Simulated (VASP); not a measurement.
# GW on SiC (Moissanite): a test of the settings, part 2 of 2

Aim: test the GW correction to the gap of SiC (Moissanite). The starting structure is a measured crystal structure from the Crystallography Open Database. Cell and atoms stay as given.

VASP 6.6.1.

Results so far: G0W0 (response cutoff 100 eV, 4×4×2 mesh) 3.25 eV; G0W0 (response cutoff 160 eV, 4×4×2 mesh) 3.40 eV.

## Step 4: GW0 with iterated eigenvalues (response cutoff 160 eV, 4×4×2 mesh)

Level of this step: evGW0 on LDA; plane waves and PAW (Si_GW, C_GW) (VASP).

It reads the orbitals and their derivatives (WAVECAR and WAVEDER) of a run with the empty bands, which follows a ground-state run; neither is shown.

INCAR reads:

```
SYSTEM = SiC
PREC = Accurate
ENCUT = 440
ISMEAR = 0
SIGMA = 0.01
LREAL = .FALSE.
GGA = CA
NBANDS = 192
ALGO = EVGW0
NELMGW = 4
ENCUTGW = 160
NOMEGA = 40
PRECFOCK = Fast
NBANDSGW = 16
LWAVE = .FALSE.
LCHARG = .FALSE.
```

POSCAR reads:

```
SiC
1.0
    3.0760000000      0.0000000000      0.0000000000
   -1.5380000000      2.6638941420      0.0000000000
    0.0000000000      0.0000000000      5.0480000000
Si C
2 2
Direct
    0.6666666667      0.3333333333      0.5000000000
    0.3333333333      0.6666666667      0.0000000000
    0.6666666667      0.3333333333      0.8850000000
    0.3333333333      0.6666666667      0.3850000000
```

KPOINTS reads:

```
Automatic mesh
0
Gamma
4 4 2
0 0 0
```

Potentials, in the order of the species: Si_GW and C_GW (LDA family, release 64).

Run with:

```bash
$ mpirun -np 8 vasp_std
```

The log of the run:

```text
[banner, memory and clock lines left out]
running    8 mpi-ranks, on    1 nodes
[...]
[... a notice as in an earlier step ...]

 [... a notice as in an earlier step ...]

 LDA part: xc-table for (Slater(with rela. corr.)+CA(PZ))
 , standard interpolation
 found WAVECAR, reading the header
 POSCAR, INCAR and KPOINTS ok, starting setup
[...]
reading WAVECAR
 the WAVECAR file was read successfully
 initial charge from wavefunction
 available memory per node:     72.20 GB, setting MAXMEM to     73936

 The Fermi energy was updated, please check that it is located mid-gap
 values below the HOMO (VB) or above the LUMO (CB) will cause erroneous energies
 E-fermi :   9.2955

 calculate exact exchange contribution
 the WAVEDER file was read successfully
energies w=
    0.000    0.000    1.027    0.000    2.048    0.000    3.057    0.000
    4.050    0.000    5.024    0.000    5.977    0.000    6.909    0.000
    7.821    0.000    8.714    0.000    9.591    0.000   10.455    0.000
[...]
total number of BLAS operations        175.64 Gflops
NQ=   4    0.2500    0.2500    0.0000,
|.........|.........|.........|.........|.........|.........|.........|.........
 performed        903000 updates of chi_q(r,r)
 total number of BLAS operations        264.10 Gflops
NQ=   5    0.0000    0.0000    0.5000,
|.........|.........|.........|.........|.........|.........|.........|.........
 performed       1046000 updates of chi_q(r,r)
 total number of BLAS operations        305.50 Gflops
NQ=   6    0.2500    0.0000    0.5000,
|.........|.........|.........|.........|.........|.........|.........|.........
 performed       1299000 updates of chi_q(r,r)
 total number of BLAS operations        377.31 Gflops
NQ=   7    0.5000    0.0000    0.5000,
|.........|.........|.........|.........|.........|.........|.........|.........
 performed       1516000 updates of chi_q(r,r)
 total number of BLAS operations        441.33 Gflops
NQ=   8    0.2500    0.2500    0.5000,
|.........|.........|.........|.........|.........|.........|.........|.........
 performed       1806000 updates of chi_q(r,r)
 total number of BLAS operations        525.32 Gflops
 resolving degeneracies of screened two electron integrals

 calculate QP shifts <psi_nk| G(iteration)W_0 |psi_nk>: iteration 4
 entering main loop
```

Elapsed: 4.6 min, on 8 MPI ranks of AMD EPYC 7R43, shared host; peak memory 1.1 GiB.

Parts of OUTCAR (step 4):

```text
 QP shifts <psi_nk| G(iteration)W_0 |psi_nk>: iteration 2
 k-point   1 :       0.0000    0.0000    0.0000
  band No. old QP-enery  QP-energies   sigma(KS)   T+V_ion+V_H  V^pw_x(r,r')   Z            occupation Imag(sigma)
    ...
      5       5.9263       5.8293     -15.2976      21.0996     -17.6839       0.7802       2.0000       0.1198
      6       7.3342       7.2531     -15.6654      22.8964     -17.6899       0.7861       2.0000       0.1084
      7       7.3342       7.2531     -15.6654      22.8964     -17.6899       0.7861       2.0000       0.1084
      8       7.6495       7.5811     -15.4263      22.9888     -17.1891       0.7863       2.0000       0.1028
      9      13.2657      13.3528     -11.7365      25.1121      -6.7921       0.7922       0.0000      -0.1182
     10      14.6714      14.7680     -12.1603      26.9554      -6.8567       0.7804       0.0000      -0.1399
     11      15.1713      15.2706     -10.7665      26.0635      -5.5886       0.7904       0.0000      -0.1422
     12      15.1713      15.2706     -10.7665      26.0635      -5.5886       0.7904       0.0000      -0.1422
    ...

 QP shifts <psi_nk| G(iteration)W_0 |psi_nk>: iteration 3
 k-point   1 :       0.0000    0.0000    0.0000
  band No. old QP-enery  QP-energies   sigma(KS)   T+V_ion+V_H  V^pw_x(r,r')   Z            occupation Imag(sigma)
    ...
      5       5.8293       5.8116     -15.2930      21.0996     -17.6839       0.7805       2.0000       0.1201
      6       7.2531       7.2381     -15.6623      22.8964     -17.6899       0.7865       2.0000       0.1084
      7       7.2531       7.2381     -15.6623      22.8964     -17.6899       0.7865       2.0000       0.1084
      8       7.5811       7.5685     -15.4237      22.9888     -17.1891       0.7865       2.0000       0.1030
      9      13.3528      13.3637     -11.7455      25.1121      -6.7921       0.7925       0.0000      -0.1187
     10      14.7680      14.7811     -12.1706      26.9554      -6.8567       0.7805       0.0000      -0.1406
     11      15.2706      15.2835     -10.7766      26.0635      -5.5886       0.7911       0.0000      -0.1429
     12      15.2706      15.2835     -10.7766      26.0635      -5.5886       0.7911       0.0000      -0.1429
    ...

 QP shifts <psi_nk| G(iteration)W_0 |psi_nk>: iteration 4
 k-point   1 :       0.0000    0.0000    0.0000
  band No. old QP-enery  QP-energies   sigma(KS)   T+V_ion+V_H  V^pw_x(r,r')   Z            occupation Imag(sigma)
    ...
      5       5.8116       5.8082     -15.2924      21.0996     -17.6839       0.7806       2.0000       0.1201
      6       7.2381       7.2352     -15.6620      22.8964     -17.6899       0.7866       2.0000       0.1084
      7       7.2381       7.2352     -15.6620      22.8964     -17.6899       0.7866       2.0000       0.1084
      8       7.5685       7.5660     -15.4235      22.9888     -17.1891       0.7867       2.0000       0.1030
      9      13.3637      13.3649     -11.7469      25.1121      -6.7921       0.7925       0.0000      -0.1188
     10      14.7811      14.7827     -12.1723      26.9554      -6.8567       0.7806       0.0000      -0.1407
     11      15.2835      15.2850     -10.7781      26.0635      -5.5886       0.7909       0.0000      -0.1430
     12      15.2835      15.2850     -10.7781      26.0635      -5.5886       0.7909       0.0000      -0.1430
    ...

[... 3 parts as in an earlier step ...]

[... 1 further part left out ...]
[key lines of the parts left out:]
E-fermi :   9.2955
```

GW0 with iterated eigenvalues (response cutoff 160 eV, 4×4×2 mesh): the quasiparticle gap on this mesh is 3.562 eV, +1.097 eV from the LDA gap on the same points, with 192 bands.

## Step 5: G0W0 (response cutoff 100 eV, 6×6×3 mesh)

It reads the orbitals and their derivatives (WAVECAR and WAVEDER) of a run with the empty bands, which follows a ground-state run; neither is shown.

INCAR, as its differences from that of step 4:

```diff
@@ -7,6 +7,6 @@
 GGA = CA
-NBANDS = 192
+NBANDS = 96
 ALGO = EVGW0
-NELMGW = 4
-ENCUTGW = 160
+NELMGW = 1
+ENCUTGW = 100
 NOMEGA = 40
```

POSCAR is that of step 4.

KPOINTS reads:

```
Automatic mesh
0
Gamma
6 6 3
0 0 0
```

Run with:

```bash
$ mpirun -np 8 vasp_std
```

The log of the run:

```text
[banner, memory and clock lines left out]
running    8 mpi-ranks, on    1 nodes
[...]
[... a notice as in an earlier step ...]

 [... a notice as in an earlier step ...]

 LDA part: xc-table for (Slater(with rela. corr.)+CA(PZ))
 , standard interpolation
 found WAVECAR, reading the header
 POSCAR, INCAR and KPOINTS ok, starting setup
[...]
reading WAVECAR
 the WAVECAR file was read successfully
 initial charge from wavefunction
 available memory per node:     71.02 GB, setting MAXMEM to     72720

 The Fermi energy was updated, please check that it is located mid-gap
 values below the HOMO (VB) or above the LUMO (CB) will cause erroneous energies
 E-fermi :   9.1397

 calculate exact exchange contribution
 the WAVEDER file was read successfully
energies w=
    0.000    0.000    0.948    0.000    1.891    0.000    2.823    0.000
    3.740    0.000    4.640    0.000    5.520    0.000    6.380    0.000
    7.222    0.000    8.047    0.000    8.857    0.000    9.655    0.000
[...]
total number of BLAS operations        201.87 Gflops
NQ=  10    0.3333    0.0000    0.3333,
|.........|.........|.........|.........|.........|.........|.........|.........
 performed       3158000 updates of chi_q(r,r)
 total number of BLAS operations        229.61 Gflops
NQ=  11    0.5000   -0.0000    0.3333,
|.........|.........|.........|.........|.........|.........|.........|.........
 performed       3475000 updates of chi_q(r,r)
 total number of BLAS operations        247.56 Gflops
NQ=  12    0.1667    0.1667    0.3333,
|.........|.........|.........|.........|.........|.........|.........|.........
 performed       3903000 updates of chi_q(r,r)
 total number of BLAS operations        279.82 Gflops
NQ=  13    0.3333    0.1667    0.3333,
|.........|.........|.........|.........|.........|.........|.........|.........
 performed       4386000 updates of chi_q(r,r)
 total number of BLAS operations        312.58 Gflops
NQ=  14    0.3333    0.3333    0.3333,
|.........|.........|.........|.........|.........|.........|.........|.........
 performed       4648000 updates of chi_q(r,r)
 total number of BLAS operations        330.75 Gflops
 resolving degeneracies of screened two electron integrals

 calculate QP shifts <psi_nk| G(iteration)W_0 |psi_nk>: iteration 1
 entering main loop
```

It took 2.3 min on 8 MPI ranks; peak memory 1.1 GiB; 18 min of CPU time.

Parts of OUTCAR (step 5):

```text
 QP shifts <psi_nk| G(iteration)W_0 |psi_nk>: iteration 1
 for sc-GW calculations column KS-energies equals QP-energies in previous step
 and V_xc(KS)=  KS-energies - (<T + V_ion + V_H > + <T+V_H+V_ion>^1  + <V_x>^1)
 k-point   1 :       0.0000    0.0000    0.0000
  band No.  KS-energies  QP-energies   sigma(KS)   V_xc(KS)     V^pw_x(r,r')   Z            occupation Imag(sigma)
    ...
      5       6.4878       6.2010     -14.9535     -14.5866     -17.4954       0.7816       2.0000       0.0951
      6       7.7702       7.6283     -15.2761     -15.0960     -17.5072       0.7873       2.0000       0.0837
      7       7.7702       7.6283     -15.2761     -15.0960     -17.5072       0.7873       2.0000       0.0837
      8       8.0427       7.9198     -15.0884     -14.9325     -17.1353       0.7881       2.0000       0.0781
      9      12.6219      13.4803     -11.4143     -12.4917      -6.9606       0.7967       0.0000      -0.1095
     10      14.0730      14.9075     -11.8041     -12.8735      -6.9709       0.7804       0.0000      -0.1343
     11      14.4321      15.3628     -10.4600     -11.6326      -5.6541       0.7937       0.0000      -0.1312
     12      14.4321      15.3628     -10.4600     -11.6326      -5.6541       0.7937       0.0000      -0.1312
    ...

[... 1 part as in an earlier step ...]

[... 2 further parts left out ...]
[key lines of the parts left out:]
E-fermi :   9.1397
```

G0W0 (response cutoff 100 eV, 6×6×3 mesh): the quasiparticle gap on this mesh is 2.905 eV, +0.711 eV from the LDA gap on the same points, with 96 bands.

## Step 6: G0W0 (response cutoff 100 eV, 4×4×2 mesh, 8 empty bands)

It reads the orbitals and their derivatives (WAVECAR and WAVEDER) of a run with the empty bands, which follows a ground-state run; neither is shown.

INCAR, as its differences from that of step 5:

```diff
@@ -7,3 +7,3 @@
 GGA = CA
-NBANDS = 96
+NBANDS = 16
 ALGO = EVGW0
```

POSCAR is that of step 5.

KPOINTS reads:

```
Automatic mesh
0
Gamma
4 4 2
0 0 0
```

Run with:

```bash
$ mpirun -np 8 vasp_std
```

The log of the run:

```text
[banner, memory and clock lines left out]
running    8 mpi-ranks, on    1 nodes
[...]
[... a notice as in an earlier step ...]

 [... a notice as in an earlier step ...]

 LDA part: xc-table for (Slater(with rela. corr.)+CA(PZ))
 , standard interpolation
 found WAVECAR, reading the header
 POSCAR, INCAR and KPOINTS ok, starting setup
[...]
reading WAVECAR
 the WAVECAR file was read successfully
 initial charge from wavefunction
 available memory per node:     71.31 GB, setting MAXMEM to     73025

 The Fermi energy was updated, please check that it is located mid-gap
 values below the HOMO (VB) or above the LUMO (CB) will cause erroneous energies
 E-fermi :   9.2955

 calculate exact exchange contribution
 the WAVEDER file was read successfully
energies w=
    0.000    0.000    0.977    0.000    1.948    0.000    2.907    0.000
    3.852    0.000    4.779    0.000    5.685    0.000    6.571    0.000
    7.438    0.000    8.287    0.000    9.121    0.000    9.944    0.000
[...]
total number of BLAS operations          2.80 Gflops
NQ=   4    0.2500    0.2500    0.0000,
|.........|.........|.........|.........|.........|.........|.........|.........
 performed         59000 updates of chi_q(r,r)
 total number of BLAS operations          4.16 Gflops
NQ=   5    0.0000    0.0000    0.5000,
|.........|.........|.........|.........|.........|.........|.........|.........
 performed         67000 updates of chi_q(r,r)
 total number of BLAS operations          4.87 Gflops
NQ=   6    0.2500    0.0000    0.5000,
|.........|.........|.........|.........|.........|.........|.........|.........
 performed         84000 updates of chi_q(r,r)
 total number of BLAS operations          6.10 Gflops
NQ=   7    0.5000    0.0000    0.5000,
|.........|.........|.........|.........|.........|.........|.........|.........
 performed         98000 updates of chi_q(r,r)
 total number of BLAS operations          6.91 Gflops
NQ=   8    0.2500    0.2500    0.5000,
|.........|.........|.........|.........|.........|.........|.........|.........
 performed        118000 updates of chi_q(r,r)
 total number of BLAS operations          8.35 Gflops
 resolving degeneracies of screened two electron integrals

 calculate QP shifts <psi_nk| G(iteration)W_0 |psi_nk>: iteration 1
 entering main loop
```

The job ended after 15 s (8 MPI ranks; peak memory 0.61 GiB; 1.8 min of CPU time).

OUTCAR, selected parts (step 6):

```text
 QP shifts <psi_nk| G(iteration)W_0 |psi_nk>: iteration 1
 for sc-GW calculations column KS-energies equals QP-energies in previous step
 and V_xc(KS)=  KS-energies - (<T + V_ion + V_H > + <T+V_H+V_ion>^1  + <V_x>^1)
 k-point   1 :       0.0000    0.0000    0.0000
  band No.  KS-energies  QP-energies   sigma(KS)   V_xc(KS)     V^pw_x(r,r')   Z            occupation Imag(sigma)
    ...
      5       6.5098       7.1803     -13.7407     -14.5898     -17.6839       0.7896       2.0000       0.1307
      6       7.7957       8.7324     -13.9264     -15.1007     -17.6899       0.7977       2.0000       0.1163
      7       7.7957       8.7324     -13.9264     -15.1007     -17.6899       0.7977       2.0000       0.1163
      8       8.0628       9.0706     -13.6636     -14.9260     -17.1891       0.7983       2.0000       0.1089
      9      12.6285      14.8031      -9.7955     -12.4836      -6.7921       0.8090       0.0000      -0.1084
     10      14.0878      16.2522     -10.1368     -12.8676      -6.8567       0.7926       0.0000      -0.1350
     11      14.4345      16.9393      -8.5575     -11.6290      -5.5886       0.8155       0.0000      -0.1232
     12      14.4345      16.9393      -8.5575     -11.6290      -5.5886       0.8155       0.0000      -0.1232
    ...

[... 1 part as in an earlier step ...]

[... 2 further parts left out ...]
[key lines of the parts left out:]
E-fermi :   9.2955
```

G0W0 (response cutoff 100 eV, 4×4×2 mesh, 8 empty bands): the quasiparticle gap on this mesh is 3.386 eV, +0.921 eV from the LDA gap on the same points, with 16 bands.

## Step 7: The runs compared

| run | LDA gap on the mesh (eV) | GW gap (eV) | correction (eV) | bands |
| --- | --- | --- | --- | --- |
| G0W0 (response cutoff 100 eV, 4×4×2 mesh) | 2.465 | 3.247 | 0.781 | 96 |
| G0W0 (response cutoff 160 eV, 4×4×2 mesh) | 2.465 | 3.404 | 0.938 | 192 |
| GW0 with iterated eigenvalues (response cutoff 160 eV, 4×4×2 mesh) | 2.465 | 3.562 | 1.097 | 192 |
| G0W0 (response cutoff 100 eV, 6×6×3 mesh) | 2.194 | 2.905 | 0.711 | 96 |
| G0W0 (response cutoff 100 eV, 4×4×2 mesh, 8 empty bands) | 2.465 | 3.386 | 0.921 | 16 |

## Step 8: Summary of results

- gap, G0W0 (response cutoff 100 eV, 4×4×2 mesh): 3.247 eV
- gap, G0W0 (response cutoff 160 eV, 4×4×2 mesh): 3.404 eV
- gap, GW0 with iterated eigenvalues (response cutoff 160 eV, 4×4×2 mesh): 3.562 eV
- gap, G0W0 (response cutoff 100 eV, 6×6×3 mesh): 2.905 eV
- gap, G0W0 (response cutoff 100 eV, 4×4×2 mesh, 8 empty bands): 3.386 eV

The correction to the LDA gap of SiC (Moissanite) is +0.781 eV at a response cutoff of 100 eV, +0.938 eV at a response cutoff of 160 eV. The number of bands rises with the cutoff. On a 6×6×3 mesh in place of 4×4×2 the correction is +0.711 eV against +0.781 eV. The LDA gap lies between other k-points on the two meshes (0.0000 0.0000 0.0000 to 0.3333 0.3333 0.0000 against 0.0000 0.0000 0.0000 to 0.5000 0.0000 0.0000), so the two corrections belong to different transitions. Iterating the eigenvalues in G raises the gap by +0.159 eV. With 8 empty bands alone, a slip made on purpose, the correction is +0.921 eV against +0.781 eV. Errors of the two band edges can cancel in a gap, so a value close to the better runs would prove nothing. From a response cutoff of 100 to 160 eV the correction still moves by +0.157 eV, so cutoff and bands aren't shown to be converged. The LDA gap along the bands, from another run on this structure, is 2.198 eV. On the 4×4×2 mesh it is 2.465 eV, so this mesh misses the band edges. On the 6×6×3 mesh it is 2.194 eV, so this mesh comes close to the edges. Further runs on this material are not shown.

[Lines on the potential files, build, host, timing and source positions are cut from VASP's logs without a mark.]

[Logs are printed without paths, hosts, clocks, repeated set-up lines and the standing remarks that a program may print on its own settings, such as how far it seeks lower states.]

[Hosts, paths, dates, database ids (printed as entryN), source tags and the programs' standing remarks are cut or masked in the printed files.]
